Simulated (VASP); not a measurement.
BrCIH2, in a box:

```
CELL_PARAMETERS angstrom
13.00000 0.00000 0.00000
0.00000 11.00000 0.00000
0.00000 0.00000 12.00000
ATOMIC_POSITIONS crystal
Br 0.37669 0.47731 0.53087
C 0.51786 0.49302 0.48617
I 0.62531 0.41475 0.59882
H 0.53558 0.58907 0.48019
H 0.52708 0.44716 0.40685
```

Base run:

```yaml
Program: VASP 6.6.1
Functional: revPBE
Dispersion: D4
Potentials_or_basis: VASP PAW PBE potentials, release 64 (Br, C, I, H)
Cutoff: 520 eV
k_mesh: 1 × 1 × 1
Occupations: gaussian, width 0.01 eV
Spin: no spin polarisation
```

Its results: gap between the frontier levels 4.01 eV; largest force 0.523 eV/Å.

Problem. After a change of settings the same cell gave: gap between the frontier levels 4.44 eV; largest force 0.236 eV/Å. Which change was it?
A. functional from revPBE to r2SCAN0; potentials or basis from VASP PAW PBE potentials, release 64 (Br, C, I, H) to VASP PAW PBE potentials, release 64 (Br, C_h, I, H_h); cutoff from 520 eV to 900 eV
B. functional from revPBE to SCAN; further incar settings from ALGO = Normal; EDIFF = 1e-06 to ALGO = Normal; EDIFF = 1e-07; NBANDS = 18
C. functional from revPBE to PBE; dispersion from D4 to TS
D. functional from revPBE to PBE0; further incar settings from ALGO = Normal; EDIFF = 1e-06 to ALGO = Normal; EDIFF = 1e-06; NBANDS = 18

Solution. B.

Caveats: the PAW data sets were made with another functional, which shifts forces and pressure a little; spin-orbit coupling is left out, which moves the levels of the heavy elements.

Not every run made on this cell is shown here.
